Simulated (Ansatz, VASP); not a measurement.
# HfC: VASP beside Ansatz, part 2 of 2

Aim: how closely do two programs agree when they are given the same cell, functional and k mesh? The cell is taken from a series of runs on this material, whose earlier steps may have relaxed, scaled, displaced or heated it; both programs get it as it stands.

VASP 6.6.1 and Ansatz 0.2.0.

So far: Starting point; VASP: zone-centre phonons, LDA.

### Step 3. Ansatz: zone-centre phonons, LDA

Level of this step: Ansatz beside VASP: Kohn-Sham DFT, plane waves, LDA (Ansatz).

Ansatz runs on its PAW soft_1 files.

The same cell, functional (in two slightly different forms), mesh and smearing now go to Ansatz, which takes its cutoff from its data sets.

File input.yaml:

```yaml
crystal:
  lattice:
    - [0.096525235, 2.2914429297, 2.2914429297]
    - [2.2914429297, 0.096525235, 2.2914429297]
    - [2.2914429297, 2.2914429297, 0.096525235]
  atoms:
    - { symbol: C, position: [0.0, 0.0, 0.0] }
    - { symbol: Hf, position: [0.5, 0.5, 0.5] }
kpoints:
  mp_grid: { grid: [16, 16, 16] }
hamiltonian:
  xc: lda
  pseudopotentials: { kind: paw, azcp: { folder: soft_1 }, xc_functional: pbe }
scf:
  occupations: { method: methfessel_paxton, width: 0.2 }
output:
  eigenvalues: true
phonons:
  method: dfpt
```

On the command line:

```bash
$ ansatz run input.yaml --threads 4 --pin off --max-ram 10240MiB --backend cpu --events-out ev --progress --plain --runs-dir out
```

Numbers of over 12 decimals in the logs are rounded to 6 here.

The program printed:

```text
Engine: ansatz 0.2.0, aarch64-unknown-linux-gnu
Pseudopotentials: kind: paw
Pseudopotential: C, paw, valence charge 4, recommended cutoff 420 eV (normal), soft_1/C.paw.azcp
Pseudopotential: Hf, paw, valence charge 26, recommended cutoff 420 eV (normal), soft_1/Hf.paw.azcp
Functional definition: SPW92
  exchange = slater_x
  correlation = pw_c
Crystal: 2 atoms, lattice volume = 22.544 Å³
Basis set: ecut = 420 eV, 441 PW (Γ), exchange–correlation on 48×48×48 points (8 copies of the dense FFT grid, shifted against one another)
Bands: 19, of which v1, the nominal top of the filled ones, is band 15 counted from 1 (14 counted from 0)
Symmetry: 12 space group operations
k-points: 1098 of 4096 (irreducible under 2 space group operations, time reversal used)
Non-local potential: C, projectors of the file, l = 0: 2, l = 1: 2, l = 2: 1
Non-local potential: Hf, projectors of the file, l = 0: 3, l = 1: 2, l = 2: 2, l = 3: 3
PAW form: soft (Blöchl's): semilocal exchange-correlation on the pseudo side does not see the compensation charge
PAW frozen core: C, regenerated for the run's functional, and the local potential with it (the file was generated under x = pbe(κ = 0.804, μ = 0.219515), c = pbe(β = 0.066725))
PAW frozen core: Hf, regenerated for the run's functional, and the local potential with it (the file was generated under x = pbe(κ = 0.804, μ = 0.219515), c = pbe(β = 0.066725))
PAW one-centre angular grid: C, 110 points (default); XC on 64 Gauss nodes
PAW one-centre angular grid: Hf, 590 points (default); XC on 64 Gauss nodes
Initial density: superposition of atomic densities (chi_scale 0.1, normalization cell, long waves kept (reshape's long-wave potential 0.00 eV rms))
Initial wavefunctions: pseudopotential atomic-orbital guess
Functional: x = slater, c = lda
SCF iter   1: F=—  HF=-15723.035036 eV  |F-HF|=—  |Δ(HF+E_count)|=         —  Δρ=9.70e-2  dr2=2.74e0  ethr=3.10e-3  ⟨swp⟩=5.0  Hψ=94688  notcnv=0
preconditioner: auto → Kerker (q_TF=auto, 2.861 Å⁻¹)  [metal: Δε(μ)=0.032 eV  Ē_g=17.870 eV  σ=0.200 eV  W_gap=0.14  n_scr=14 (ndim 8)  ℏωp=41.4 eV  f_vac=0.000  D(μ)=0.17/eV (n_scr^D=0)]
SCF iter   2: F=—  HF=-15722.437457 eV  |F-HF|=—  |Δ(HF+E_count)|=   5.98e-1  S|Δr|=    0.00e0  Δρ=3.43e-2  dr2=2.68e-1  ethr=3.10e-3  ⟨swp⟩=2.1  Hψ=36488  notcnv=0
SCF iter   3: F=—  HF=-15722.373045 eV  |F-HF|=—  |Δ(HF+E_count)|=   6.44e-2  S|Δr|=    0.00e0  Δρ=1.36e-2  dr2=2.43e-2  ethr=8.95e-4  ⟨swp⟩=2.0  Hψ=39321  notcnv=0
SCF iter   4: F=—  HF=-15722.367903 eV  |F-HF|=—  |Δ(HF+E_count)|=   5.14e-3  S|Δr|=    0.00e0  Δρ=7.70e-3  dr2=6.43e-3  ethr=8.09e-5  ⟨swp⟩=2.0  Hψ=36964  notcnv=0
SCF iter   5: F=—  HF=-15722.367335 eV  |F-HF|=—  |Δ(HF+E_count)|=   5.68e-4  S|Δr|=    0.00e0  Δρ=1.48e-3  dr2=2.93e-4  ethr=2.14e-5  ⟨swp⟩=2.0  Hψ=33378  notcnv=0
SCF iter   6: F=—  HF=-15722.367213 eV  |F-HF|=—  |Δ(HF+E_count)|=   1.22e-4  S|Δr|=    0.00e0  Δρ=3.02e-4  dr2=2.13e-5  ethr=9.78e-7  ⟨swp⟩=2.5  Hψ=38858  notcnv=0
SCF iter   7: F=—  HF=-15722.367212 eV  |F-HF|=—  |Δ(HF+E_count)|=   3.76e-7  S|Δr|=    0.00e0  Δρ=8.73e-5  dr2=1.26e-6  ethr=7.10e-8  ⟨swp⟩=2.1  Hψ=37780  notcnv=0
SCF iter   8: F=—  HF=-15722.367212 eV  |F-HF|=—  |Δ(HF+E_count)|=   1.51e-7  S|Δr|=    0.00e0  Δρ=1.57e-5  dr2=4.09e-8  ethr=4.19e-9  ⟨swp⟩=2.4  Hψ=36985  notcnv=0
SCF iter   9: F=—  HF=-15722.367212 eV  |F-HF|=—  |Δ(HF+E_count)|=   3.89e-9  S|Δr|=    0.00e0  Δρ=2.71e-6  dr2=1.44e-9  ethr=1.36e-10  ⟨swp⟩=2.3  Hψ=35501  notcnv=0
SCF iter  10: F=—  HF=-15722.367212 eV  |F-HF|=—  |Δ(HF+E_count)|=  1.58e-10  S|Δr|=    0.00e0  Δρ=3.20e-7  dr2=2.72e-11  ethr=4.81e-12  ⟨swp⟩=2.4  Hψ=37068  notcnv=0
SCF iter  11: F=-15722.367212 eV  HF=-15722.367212 eV  |F-HF|=1.82e-12  |Δ(HF+E_count)|=  5.46e-12  S|Δr|=    0.00e0  Δρ=9.17e-8  dr2=1.93e-12  ethr=1.00e-12  ⟨swp⟩=7.0  Hψ=117345  notcnv=0
SCF 1 converged in 11 iterations: F = -15722.367212 eV  dr2 = 1.93e-12
  Residual-converged pass: ⟨swp⟩=1.0  Hψ=25257  notcnv=0  max |occ|·‖R‖ = 7.1e-9 eV (tolerance 1.0e-8 eV)  dr2=1.93e-12  dr2_onsite=1.27e-12  max |Δocc| = 2.5e-11
  greatest PAW one-centre occupation: 0.998 electrons in one spin orbital (limit 2), on the Hf atom at site 1 (counted from 0), in its partial waves of l = 3
DFPT response loops at Γ: preconditioner auto → Kerker (q_TF=auto, 2.861 Å⁻¹) (partly filled bands, converged f_vac=0.000); β = 1.00, the filter's whole step (`scf.mixing.beta` (0.50) is not read by the response loops under this deck's `scf.mixing.preconditioner`; to damp them name `kerker` or `kerker_dos`, under which they read `scf.mixing.beta`, and type it under 1.00, their step now; both keys bind the ground state too); Broyden in place of MSR1
SCF converged after 11 iterations
Stability not checked: this state was not tested for a lower state beside it, because cold or Methfessel-Paxton smearing, or corrected tetrahedra, fill the levels in a way that the test cannot read (fill_not_monotonic; see scf.lower_state_search)
Free energy (F): -15722.367212 eV
Harris-Foulkes:  -15722.367212 eV  (|F-HF|=1.82e-12)
Internal energy: -15722.367626 eV  (E = F + TS)
E sigma→0 (E₀):  -15722.367316 eV
Entropy (-TS):   0.000414 eV (0.207 meV/atom)
Fermi energy:    20.611918 eV
--- Per-component energies (eV) ---
  E_band       = 131.473880
  E_kinetic    = 502.338808
  E_local      = -5940.934703  (includes V_loc(G=0)·N_el)
  E_nonlocal   = 100.077499
  E_hartree    = 2934.488906
  E_xc         = -314.641054
  E_vxc        = -317.390152  (∫ρ·V_xc dr)
  E_paw        = -7549.874623  (= ΣΔE_a)
  E_vpaw       = -81.595514  (= ΣTr[D̂ρ^β])
  E_aug_tail   = 0.000139  (compensation charges beyond the density's cutoff)
  E_ewald      = -5456.342520
  E_core_change = 2.519920  (= ΣΔE_core)
  E_smearing   = 0.000414  (= −TS)
  E_closure    = -0.000000  (closes the sum)
  Σ components = -15722.367212   (vs F -15722.367212, Δ=0.00e0)
--- Band table (eV; the first three rows and the last of 1098) ---
  k-point 0: bands = [... 11 lower, 9.9764, 21.1157, 21.4113, 21.8653, 21.8653, 22.1140, 22.1140, 24.2238]
  k-point 1: bands = [... 11 lower, 9.9742, 20.6981, 20.9230, 21.3004, 21.6390, 22.3072, 22.6312, 24.7984]
  k-point 2: bands = [... 11 lower, 9.9742, 19.8093, 19.8648, 20.3948, 21.9351, 22.6852, 23.0487, 26.0208]
  k-point 1097: bands = [... 11 lower, 12.2680, 13.7848, 17.5426, 17.5426, 25.9859, 25.9859, 26.5260, 28.1348]
--- Phonons (Γ-DFPT): 2 representative perturbations + reference, on 1098 of 4096 k-points (Σ response iterations 6) ---
  k mesh reduced under 2 symmetry operations, with k and −k counted as one. Each operation leaves every solved perturbation unchanged. A smaller set is not used because it would not reduce the number of displacements times k-points to solve
  ASR residual: 2.917e-5 → 0.000e0 eV/Å²; symmetrization residual: 5.805e-7 eV/Å²
  ASR residual per site (eV/Å²): 2.92e-5 1.12e-5
  Γ frequencies (cm⁻¹): 0.00 0.00 0.00 495.85 495.85 547.95
  non-analytic LO–TO correction: not included (Born effective charges unavailable; polar crystals: no LO–TO splitting at Γ)
```

Reading the cycles: dr2 is the Hartree energy of the density residual (eV), the measure of convergence; HF is the Harris–Foulkes estimate of the energy, which meets the free energy F at convergence.

### Step 4. Differences

Known differences besides the potentials themselves: the data sets hold 30 valence electrons in Ansatz (on its PAW soft_1 files) and 14 in VASP; the cutoff is 420 eV in Ansatz and 600 eV in VASP; VASP's log shows a relativistic correction to its local exchange, Ansatz's none. Total energies have different zeros and are not compared.

Both answers:

| quantity | Ansatz | VASP | difference |
| --- | --- | --- | --- |
| optical mode 1 to 2 (cm⁻¹) | 495.9 | 494.0 | +0.38 % |
| optical mode 3 (cm⁻¹) | 548.0 | 547.6 | +0.06 % |

Modes are paired by rising frequency, not by their patterns, so a pair may set unlike modes beside each other; they are those without the splitting of longitudinal modes.

### Step 5. Results

```yaml
r_m_s_difference_of_the_optical_zone_centre_modes_each_program_s_sorted_by_frequency_zone_centre_phonons_lda: 1.5 cm⁻¹
```

In words: The r.m.s. difference of the optical zone-centre modes, each program's sorted by frequency is 1.5 cm⁻¹ (zone-centre phonons, LDA). The data sets hold unlike numbers of valence electrons (30 in Ansatz and 14 in VASP), so part of the differences comes from the potentials. How closely two codes agree says nothing of how well the functional describes the real material.

[Lines on the potential files, build, host, timing and source positions are cut from VASP's logs without a mark.]

[Logs are printed without paths, hosts, clocks, repeated set-up lines and the standing remarks that a program may print on its own settings, such as how far it seeks lower states.]

[Hosts, paths, dates, database ids (printed as entryN), source tags and the programs' standing remarks are cut or masked in the printed files.]
